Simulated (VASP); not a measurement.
A run of VASP 6.6.1 is set up as follows.

Contents of POSCAR:

```
CaMg
1.0
    5.6955641031      0.0000000000      0.0000000000
    0.0000000000      3.8616240000      0.0000000000
    0.0000000000      0.0000000000     14.8477820516
Ca Mg
2 2
Direct
    0.0000000000      0.5000000000      0.4041007592
    0.5000000000      0.5000000000      0.5958992408
    0.5000000000      0.0000000000      0.4041007592
    0.0000000000      0.0000000000      0.5958992408
```

INCAR.step1

```
SYSTEM = CaMg
PREC     = Accurate       ! precision mode
ENCUT    = 520            ! plane-wave cutoff, eV
ISMEAR   = 0              ! smearing method
SIGMA    = 0.1            ! smearing width, eV
LREAL    = .FALSE.        ! projectors in reciprocal space
LASPH    = .TRUE.         ! aspherical terms in the spheres
NELM     = 100            ! most SCF steps
LDIPOL   = .TRUE.       
IDIPOL   = 3            
DIPOL    = 0.5 0.5 0.500
EFIELD   = 0.1          
NBANDS   = 20             ! bands
GGA      = PE             ! functional
ALGO     = Normal         ! electronic algorithm
EDIFF    = 1E-4           ! SCF threshold, eV
LWAVE    = .TRUE.         ! write WAVECAR
LCHARG   = .FALSE.        ! write CHGCAR
```

INCAR.step2

```
SYSTEM = CaMg
PREC     = Accurate       ! precision mode
ENCUT    = 520            ! plane-wave cutoff, eV
EDIFF    = 1E-6           ! SCF threshold, eV
ISMEAR   = 0              ! smearing method
SIGMA    = 0.1            ! smearing width, eV
LREAL    = .FALSE.        ! projectors in reciprocal space
LASPH    = .TRUE.         ! aspherical terms in the spheres
NELM     = 100            ! most SCF steps
ALGO     = Normal         ! electronic algorithm
ISIF     = 2              ! what is computed and relaxed
LWAVE    = .FALSE.        ! write WAVECAR
LCHARG   = .FALSE.        ! write CHGCAR
LDIPOL   = .TRUE.       
IDIPOL   = 3            
DIPOL    = 0.5 0.5 0.500
METAGGA  = R2SCAN         ! meta-GGA
LMIXTAU  = .TRUE.       
EFIELD   = 0.1          
NBANDS   = 20             ! bands
ISTART   = 1
```

Contents of KPOINTS:

```
Automatic mesh
0
G
  3 5 1
  0 0 0
```

Potentials or basis: VASP PAW PBE potentials, release 64 (Ca_sv, Mg).

Command:

```bash
$ cat potpaw_PBE.64/Ca_sv/POTCAR potpaw_PBE.64/Mg/POTCAR > POTCAR
$ cp INCAR.step1 INCAR
$ mpirun -np 1 vasp_std > vasp.out
$ cp INCAR.step2 INCAR
$ mpirun -np 1 vasp_std > vasp.out
```

Problem. Predict the band gap on the k mesh.

Solution. None (metal or under the smearing width).

Problem. Predict the largest force.

Solution. 0.234 eV/Å.

Forces in eV/Å, atoms in the order of the input:
```
Ca   0.000  0.000  0.181
Ca   0.000  0.000 -0.190
Mg   0.000  0.000  0.234
Mg   0.000  0.000 -0.226
```

Caveat: the k mesh is coarse (spacing up to 0.37 Å⁻¹), so the values aren't converged; the PAW data sets were made with another functional, which shifts forces and pressure a little.
